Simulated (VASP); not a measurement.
VASP ran on this input.

### KPOINTS
```
Regular mesh
0
Gamma
 15 15 15
0 0 0
```

File POSCAR:
```
FeAl
1
    2.9399730000     0.0000000000     0.0000000000
    0.0000000000     2.9399730000     0.0000000000
    0.0000000000     0.0000000000     2.9399730000
Al Fe
1 1
Direct
  0.5000000000   0.5000000000   0.5000000000
  0.0000000000   0.0000000000   0.0000000000
```

**INCAR**
```
SYSTEM = FeAl
LCHARG = F
LWAVE = F
LREAL = F   ! projection in real space or not
LMAXMIX = 4   ! l cut-off of mixed one-centre charges
ENCUT = 300
ISMEAR = -1
NELM = 100   ! most electronic steps
ISIF = 2
LASPH = T   ! aspherical one-centre terms
SIGMA = 0.05
ALGO = Normal
EDIFF = 1E-6   ! SCF stop (eV)
PREC = Accurate
```

POTCAR, in this order: Al Fe (LDA.64 set). Program: vasp_std.

Task: Write an equivalent input for Quantum ESPRESSO's pw.x.

Result: One equivalent input (not run):
```
&CONTROL
  calculation = 'scf'
  pseudo_dir = './pseudo'
  outdir = './out'
  tprnfor = .true.
  tstress = .true.
/
&SYSTEM
  ibrav = 0
  nat = 2
  ntyp = 2
  ecutwfc = 90
  occupations = 'smearing'
  smearing = 'fermi-dirac'
  degauss = 0.003675
  input_dft = 'pz'
/
&ELECTRONS
  conv_thr = 7.3e-08
  electron_maxstep = 100
/
ATOMIC_SPECIES
  Al 26.982 Al.upf
  Fe 55.845 Fe.upf
CELL_PARAMETERS angstrom
     2.9399730    0.0000000    0.0000000
     0.0000000    2.9399730    0.0000000
     0.0000000    0.0000000    2.9399730
ATOMIC_POSITIONS crystal
  Al   0.5000000  0.5000000  0.5000000
  Fe   0.0000000  0.0000000  0.0000000
K_POINTS automatic
  15 15 15 0 0 0
```
Limits of the translation: the potentials are each code's own (VASP's PAW set, PseudoDojo norm-conserving files in pw.x), so ENCUT and ecutwfc are chosen apart and not converted; conv_thr bounds pw.x's estimated SCF error, while EDIFF bounds the energy change between steps.

The structure is a typed FeAl crystal. The cell was not relaxed at this level. The run is one of a series of settings (GGA removed, POTCAR Al Fe (LDA.64 set) against the base run), some of them coarse on purpose.
